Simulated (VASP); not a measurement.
These are PBE GGA, VASP's PBE PAW potentials (set 64) (plane waves; VASP) values and carry that method's errors.

Input for VASP

**INCAR**
```
SYSTEM = ZnSe
PREC = Accurate; ENCUT = 400; LREAL = .FALSE.
LASPH = .TRUE.; KSPACING = 0.5; KGAMMA = .TRUE.
EDIFF = 1E-6; NELM = 100; ALGO = Normal
LMAXMIX = 4
ISMEAR = 0; SIGMA = 0.05
GGA = PE
ISIF = 2
LWAVE = .FALSE.; LCHARG = .FALSE.
```

File POSCAR:
```
ZnSe
1
    0.0000000000     2.8917000000     2.8917000000
    2.8917000000     0.0000000000     2.8917000000
    2.8917000000     2.8917000000     0.0000000000
Zn Se
1 1
Direct
  0.0000000000   0.0000000000   0.0000000000
  0.2500000000   0.2500000000   0.2500000000
```

POTCAR, in this order: Zn Se (PBE.64 set). Program: vasp_std.

Gaps are read on the run's mesh, which can miss a band edge.

Task: What does the run give for the energy per atom (σ→0), pressure, band gap (on the k-mesh)?

Result: 
energy per atom (σ→0): -2.983 eV/atom
band gap (on the k-mesh): 1.04 eV
pressure: -1.16 GPa

**OSZICAR**
```
...
DAV:   7    -0.596441875004E+01    0.18403E-01   -0.19676E-01   213   0.427E+00    0.144E+00
DAV:   8    -0.596492059785E+01   -0.50185E-03   -0.46201E-03   228   0.641E-01    0.456E-01
DAV:   9    -0.596531475166E+01   -0.39415E-03   -0.11525E-03   218   0.293E-01    0.724E-02
DAV:  10    -0.596540966967E+01   -0.94918E-04   -0.12545E-04   228   0.120E-01    0.184E-02
DAV:  11    -0.596543462219E+01   -0.24953E-04   -0.36664E-05   218   0.674E-02    0.627E-03
DAV:  12    -0.596543615544E+01   -0.15332E-05   -0.34241E-06   238   0.247E-02    0.403E-03
DAV:  13    -0.596543634174E+01   -0.18630E-06   -0.84675E-07   162   0.105E-02
   1 F= -.59654363E+01 E0= -.59654363E+01  d E =-.757213E-16
```

The compound is ZnSe in the zinc blende structure. The cell was not relaxed at this level. The run is one of a series of settings (KGAMMA = .TRUE., KSPACING = 0.5, KPOINTS file removed against the base run), some of them coarse on purpose.
